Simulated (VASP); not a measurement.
Write the native input for VASP 6.6.1 that does the following.

```
Task                   : single point
Functional             : PBE
Potentials or basis    : VASP PAW PBE potentials, release 64 (Zr_sv, Mo_sv, C)
Cutoff                 : 520 eV
k mesh                 : 4 × 4 × 4
Occupations            : gaussian, width 0.1 eV
Spin                   : no spin polarisation
Dipole correction      : no
Further INCAR settings : ALGO = Normal; EDIFF = 1e-06; NBANDS = 35
```

The structure of Zr3MoC lies in POSCAR:

```
Zr3MoC
1.0
    4.3772499300      0.0000000000      0.0000000000
    0.0000000000      4.3772499300      0.0000000000
    0.0000000000      0.0000000000      4.3772499300
Zr Mo C
3 1 1
Direct
    0.5000000000      0.0000000000      0.5000000000
    0.0000000000      0.5000000000      0.5000000000
    0.5000000000      0.5000000000      0.0000000000
    0.0000000000      0.0000000000      0.0000000000
    0.5000000000      0.5000000000      0.5000000000
```

The cell was built by a generator and needn't be a form met in nature.

The cell isn't the ideal one: species swapped into the Y3PbC type (Pm-3m, No. 221).

The input as run:

INCAR

```
  PREC = Accurate
  ENCUT = 520
  EDIFF = 1E-6
  ISMEAR = 0
  SIGMA = 0.1
  LREAL = F
  LASPH = T
  NELM = 60
  ALGO = Normal
  ISIF = 2
  LWAVE = F
  LCHARG = F
  GGA = PE
  NBANDS = 35
```

KPOINTS

```
Automatic mesh
0
Gamma
  4 4 4
```

Potentials or basis: VASP PAW PBE potentials, release 64 (Zr_sv, Mo_sv, C).

Command:

```bash
$ cat potpaw_PBE.64/Zr_sv/POTCAR potpaw_PBE.64/Mo_sv/POTCAR potpaw_PBE.64/C/POTCAR > POTCAR
$ mpirun -np 1 vasp_std > vasp.out
```

It gave:

| Item | Value |
| --- | --- |
| Pressure | 16.4 GPa |
| Band gap on the k mesh | none (metal or under the smearing width) |

Caveat: so large a pressure means that the cell lies far from this level's equilibrium, or that cutoff or potentials fall short.

Run time: 15 s on 1 thread of Intel(R) Xeon(R) 6975P-C (Granite Rapids), with other jobs on the host, peak memory 0.2 GiB.
